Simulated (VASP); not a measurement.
Runs of VASP 6.6.1 on Ni. The structure is cubic, space group Fm-3m (No. 225). The conventional cell has a = 3.524 Å, b = 3.524 Å, c = 3.524 Å, α = 90.00°, β = 90.00°, γ = 90.00°. Around Ni (site symmetry m-3m) lie 12 Ni at 2.49 Å. 

| level | potentials or basis | gap on the mesh (eV) | pressure (GPa) | moment (μB) | relaxed volume (Å³/atom) |
| --- | --- | --- | --- | --- | --- |
| r2SCAN | VASP PAW PBE potentials, release 64 (Ni) | none | -0.1 | (a) | (b) |
| PBE | VASP PAW PBE potentials, release 64 (Ni) | none | 0.1 | (c) | 10.89 |
| LDA | VASP PAW LDA potentials, release 64 (Ni) | none | -0.1 | 0.58 | 10.02 |
| PBE+D3(BJ) | VASP PAW PBE potentials, release 64 (Ni) | none | -0.1 | 0.64 | 10.51 |
| PBEsol | VASP PAW PBE potentials, release 64 (Ni) | none | -0.1 | 0.64 | 10.38 |

Alike in all rows: task relaxation of cell and atoms; spin collinear, ferromagnetic start; cell relaxed; k mesh 22 × 22 × 22; cutoff (eV) 600; smearing methfessel-paxton 0.1 eV.

Question: Fill in the values left out.

Answer: (a) 0.73; (b) 10.53; (c) 0.65.

Caveats: the PAW data sets were made with another functional, which shifts forces and pressure a little (some runs); pairwise dispersion overbinds metals, which lowers pressure and volume (some runs).

A k mesh can miss the band edges.

A gap of «none» marks a metal or a gap under the smearing width.

Not every run made on this cell is shown here.
